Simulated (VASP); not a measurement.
A run of VASP 6.6.1:

INCAR

```
SYSTEM = Be2TeS2
ALGO = Fast ; EDIFF = 1E-6
ENCUT = 520 ; GGA = PE
ISIF = 2 ; ISMEAR = 0
IVDW = 12 ; LASPH = .True.
LCHARG = .False. ; LREAL = .False.
LWAVE = .False. ; NBANDS = 19
NELM = 100 ; PREC = Accurate
SIGMA = 0.1
```

File KPOINTS:

```
Automatic mesh
0
Gamma
  12 12 4
  0.5 0.5 0.5
```

POSCAR

```
Be2TeS2
1.0
    3.2930490973      0.0000000000      0.0000000000
    0.0000000000      3.2930490973      0.0000000000
    0.0000000000      0.0000000000      9.8589184955
Be Te S
2 1 2
Direct
    0.0000000000      0.0000000000      0.0000000000
    0.5000000000      0.5000000000      0.0000000000
    0.5000000000      0.5000000000      0.5000000000
    0.5000000000      0.0000000000      0.8711814135
    0.0000000000      0.5000000000      0.1288185865
```

Potentials or basis: VASP PAW PBE potentials, release 64 (Be, Te, S).

Command:

```sh
$ cat potpaw_PBE.64/Be/POTCAR potpaw_PBE.64/Te/POTCAR potpaw_PBE.64/S/POTCAR > POTCAR
$ mpirun -np 1 vasp_std > vasp.out
```

Hardware: 1 thread of Intel(R) Xeon(R) Platinum 8488C (Sapphire Rapids), on a shared host.

Estimate the wall time of this run.

It took 75 s on 1 thread of Intel(R) Xeon(R) Platinum 8488C (Sapphire Rapids), on a shared host, peak memory 0.26 GiB. Counts: scf iterations 16, k points 42.
